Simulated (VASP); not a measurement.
Data:

```
Cd
1.0
    1.51980    -2.63237     0.00000
    1.51980     2.63237     0.00000
    0.00000     0.00000     5.73240
Cd
2
Direct
  0.33333   0.66667   0.25000
  0.66667   0.33333   0.75000
```

Calculation: PBE GGA, VASP's PBE PAW potentials (set 64) (plane waves; VASP). Settings: 400 eV cut-off, 12×12×6 Γ-centred mesh, first-order Methfessel-Paxton smearing of 0.10 eV, potentials Cd.

Give the stress tensor in GPa (positive for a compressed cell).

```
-1.68   0.00   0.00
 0.00  -1.68   0.00
 0.00   0.00   0.78
```
The pressure is its mean diagonal, -0.86 GPa.

The compound is Cd in the hcp structure. The cell was not relaxed at this level.
